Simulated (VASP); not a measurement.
Level of theory: PBEsol GGA, VASP's PBE PAW potentials (set 64) (plane waves; VASP).

The input files of a VASP run:

**INCAR**
```
! general
SYSTEM   =  SnO
PREC     =  Accurate
ENCUT    =  620   ! plane-wave cut-off (eV)
LREAL    =  .FALSE.   ! projection in real space or not
LASPH    =  .TRUE.   ! aspherical one-centre terms

! electronic loop
EDIFF    =  1E-6   ! SCF stop (eV)
NELM     =  100   ! most electronic steps
ALGO     =  Normal   ! blocked Davidson
LMAXMIX  =  4   ! l cut-off of mixed one-centre charges

! smearing
ISMEAR   =  1   ! Methfessel-Paxton
SIGMA    =  0.1   ! width (eV)

! functional
GGA      =  PS   ! PBEsol

! ions
IBRION   =  2   ! conjugate gradients
NSW      =  40   ! most ionic steps
ISIF     =  3   ! ions, shape and volume
EDIFFG   =  -0.02   ! ionic stop
PSTRESS  =  50

! output
LWAVE    =  .FALSE.
LCHARG   =  .FALSE.
```

### KPOINTS
```
Automatic mesh
0
Gamma
11 11 5
0 0 0
```

File POSCAR:
```
SnO
1
    3.2574666885     0.0000000000     0.0000000000
   -1.6287333442     2.8210487317    -0.0000000000
    0.0000000000     0.0000000000     6.5045255032
Sn O
2 2
Direct
  0.0000000000   0.0000000000   0.0000000000
  0.0000000000   0.0000000000   0.5000000000
  0.3333330000   0.6666670000   0.2500000000
  0.6666670000   0.3333330000   0.7500000000
```

POTCAR, in this order: Sn_d O (PBE.64 set). Program: vasp_std.

The resulting files:

### OSZICAR
```
       N       E                     dE             d eps       ncg     rms          rms(c)
DAV:   1     0.425239012823E+03    0.42524E+03   -0.22922E+04  2344   0.295E+03
DAV:   2     0.345917270545E+02   -0.39065E+03   -0.38502E+03  2472   0.631E+02
DAV:   3    -0.226429699336E+02   -0.57235E+02   -0.55809E+02  2840   0.201E+02
DAV:   4    -0.249984794520E+02   -0.23555E+01   -0.23507E+01  2592   0.437E+01
DAV:   5    -0.250706405610E+02   -0.72161E-01   -0.72146E-01  3144   0.774E+00    0.102E+01
DAV:   6    -0.224000267179E+02    0.26706E+01   -0.22259E+01  3656   0.538E+01    0.590E+00
DAV:   7    -0.221279464361E+02    0.27208E+00   -0.27294E+00  2600   0.108E+01    0.214E+00
DAV:   8    -0.221041296709E+02    0.23817E-01   -0.38482E-01  2696   0.387E+00    0.659E-01
DAV:   9    -0.220912223432E+02    0.12907E-01   -0.57815E-02  3680   0.194E+00    0.176E-01
DAV:  10    -0.220915797516E+02   -0.35741E-03   -0.87769E-03  3112   0.793E-01    0.124E-01
DAV:  11    -0.220913516017E+02    0.22815E-03   -0.11324E-03  3088   0.246E-01    0.288E-02
DAV:  12    -0.220913556369E+02   -0.40352E-05   -0.22098E-04  2808   0.923E-02    0.177E-02
DAV:  13    -0.220913521578E+02    0.34792E-05   -0.23710E-05  2584   0.356E-02    0.433E-03
DAV:  14    -0.220913519884E+02    0.16933E-06   -0.19422E-06  1824   0.108E-02
   1 F= -.20225979E+02 E0= -.20225761E+02  d E =-.202260E+02
       N       E                     dE             d eps       ncg     rms          rms(c)
DAV:   1    -0.220898112090E+02    0.15409E-02   -0.56733E-02  2824   0.319E+00    0.308E-01
DAV:   2    -0.220879749343E+02    0.18363E-02   -0.80239E-03  2592   0.878E-01    0.117E-01
DAV:   3    -0.220876195715E+02    0.35536E-03   -0.10464E-03  3144   0.484E-01    0.610E-02
DAV:   4    -0.220875158515E+02    0.10372E-03   -0.29546E-04  3104   0.256E-01    0.129E-02
DAV:   5    -0.220875150231E+02    0.82843E-06   -0.55766E-05  3040   0.872E-02    0.642E-03
DAV:   6    -0.220875144302E+02    0.59284E-06   -0.47202E-06  2152   0.210E-02
   2 F= -.20226147E+02 E0= -.20225943E+02  d E =-.168021E-03
       N       E                     dE             d eps       ncg     rms          rms(c)
DAV:   1    -0.220860847904E+02    0.14302E-02   -0.15007E-02  2824   0.164E+00    0.158E-01
DAV:   2    -0.220856007604E+02    0.48403E-03   -0.20941E-03  2584   0.451E-01    0.598E-02
DAV:   3    -0.220855070403E+02    0.93720E-04   -0.27344E-04  3144   0.249E-01    0.311E-02
DAV:   4    -0.220854805381E+02    0.26502E-04   -0.77337E-05  3104   0.131E-01    0.666E-03
DAV:   5    -0.220854810098E+02   -0.47165E-06   -0.14723E-05  3016   0.448E-02    0.331E-03
DAV:   6    -0.220854808980E+02    0.11179E-06   -0.10727E-06  1304   0.109E-02
   3 F= -.20226169E+02 E0= -.20225972E+02  d E =-.190126E-03
       N       E                     dE             d eps       ncg     rms          rms(c)
DAV:   1    -0.220861324013E+02   -0.65139E-03   -0.21416E-02  2456   0.124E+00    0.129E-01
DAV:   2    -0.220858439277E+02    0.28847E-03   -0.98492E-04  3248   0.433E-01    0.789E-02
DAV:   3    -0.220856706270E+02    0.17330E-03   -0.20746E-04  3456   0.216E-01    0.250E-02
DAV:   4    -0.220856593427E+02    0.11284E-04   -0.74001E-05  3464   0.856E-02    0.548E-03
DAV:   5    -0.220856597050E+02   -0.36238E-06   -0.89488E-06  2432   0.347E-02
   4 F= -.20226260E+02 E0= -.20226069E+02  d E =-.907887E-04
```

### OUTCAR
```
------------------------ aborting loop because EDIFF is reached ----------------------------------------
  FORCE on cell =-STRESS in cart. coord.  units (eV):
  Direction    XX          YY          ZZ          XY          YZ          ZX
  --------------------------------------------------------------------------------------
  Total        1.8628397      1.8628395      1.9065040      0.0000000      0.0000000     -0.0000000
  in kB       50.0925087     50.0925019     51.2666598      0.0000000      0.0000000     -0.0000000
  external PRESSURE =       0.4838901 kB  Pullay stress =      50.0000000 kB
  volume of cell :       59.58
      direct lattice vectors                 reciprocal lattice vectors
     3.249578160  0.000000000 -0.000000000     0.307732250  0.177669310 -0.000000000
    -1.624789080  2.814217045  0.000000000    -0.000000000  0.355338620  0.000000000
     0.000000000  0.000000000  6.515214369     0.000000000 -0.000000000  0.153486891
 POSITION                                       TOTAL-FORCE (eV/Angst)
 -----------------------------------------------------------------------------------
      3.24958      0.00000     -0.00000         0.000000      0.000000      0.000000
      3.24958      0.00000      3.25761         0.000000      0.000000      0.000000
     -0.00000      1.87615      1.62880        -0.000000      0.000000     -0.000000
      1.62479      0.93807      4.88641         0.000000     -0.000000      0.000000
 -----------------------------------------------------------------------------------
    total drift:                                0.000000      0.000000      0.000000
  FREE ENERGIE OF THE ION-ELECTRON SYSTEM (eV)
  ---------------------------------------------------
  free  energy   TOTEN  =       -22.0856597050 eV

  energy  without entropy=      -22.0850856849  energy(sigma->0) =      -22.08546837
  enthalpy is  TOTEN    =       -20.2262602127 eV   P V=        1.8593994923

 reached required accuracy - stopping structural energy minimisation
```
(Selected blocks of OUTCAR.)

**CONTCAR**
```
SnO
   1.00000000000000
     3.2495781597102855    0.0000000000034749   -0.0000000000000000
    -1.6247890798022548    2.8142170450184625    0.0000000000000000
     0.0000000000000000    0.0000000000000000    6.5152143687947026
  Sn              O
     2     2
Direct
     1.0000000000000000    0.0000000000000000    0.0000000000000000
     1.0000000000000000    0.0000000000000000    0.5000000000000000
     0.3333330000000032    0.6666669999999968    0.2500000000000000
     0.6666669999999968    0.3333330000000032    0.7500000000000000
```

The structure was generated: SnO was put into the NiAs type type (P6_3/mmc), which need not be its known phase. This run relaxes it under an external pressure of 5 GPa. Symmetry was kept, so distortions that lower it aren't found.
